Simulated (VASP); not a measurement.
An input for Quantum ESPRESSO's pw.x (written as the equivalent of a VASP run, and not itself run):

```
&CONTROL
  calculation = 'relax'
  pseudo_dir = './pseudo'
  outdir = './out'
  tprnfor = .true.
  tstress = .true.
  nstep = 30
  forc_conv_thr = 3.9e-05
/
&SYSTEM
  ibrav = 0
  nat = 1
  ntyp = 1
  ecutwfc = 88
  occupations = 'smearing'
  smearing = 'methfessel-paxton'
  degauss = 0.00735
  input_dft = 'pbesol'
/
&ELECTRONS
  conv_thr = 7.3e-10
  electron_maxstep = 100
/
&IONS
/
ATOMIC_SPECIES
  Rh 102.906 Rh.upf
CELL_PARAMETERS angstrom
    -0.0000000    1.8873669    1.8873669
     1.8873669    0.0000000    1.8873669
     1.8873669    1.8873669    0.0000000
ATOMIC_POSITIONS crystal
  Rh   0.0000000  0.0000000  0.0000000
K_POINTS automatic
  15 15 15 0 0 0
```

Q: Write the VASP files for the same calculation (PBEsol).

A: This is not unique; one that fits is 
KPOINTS:
```
Automatic mesh
0
Gamma
15 15 15
0 0 0
```

POSCAR:
```
Rh
1
   -0.0000000000     1.8873668598     1.8873668598
    1.8873668598     0.0000000000     1.8873668598
    1.8873668598     1.8873668598     0.0000000000
Rh
1
Direct
  0.0000000000   0.0000000000   0.0000000000
```

INCAR:
```
SYSTEM = Rh
PREC = Accurate
ENCUT = 400
EDIFF = 1E-8
NELM = 100
ALGO = Normal
LREAL = .FALSE.
LASPH = .TRUE.
ISMEAR = 1
SIGMA = 0.1
GGA = PS
LMAXMIX = 4
LWAVE = .FALSE.
LCHARG = .FALSE.
IBRION = 1
ISIF = 2
NSW = 30
EDIFFG = -0.001
```

POTCAR, in this order: Rh_pv (PBE.64 set). Program: vasp_std.

Limits of the translation: the potentials are each code's own (VASP's PAW set, PseudoDojo norm-conserving files in pw.x), so ENCUT and ecutwfc are chosen apart and not converted; conv_thr bounds pw.x's estimated SCF error, while EDIFF bounds the energy change between steps; forc_conv_thr acts on force components and is met together with etot_conv_thr.

The compound is Rh in the fcc structure. It was relaxed first. The start is the result of an earlier pass.
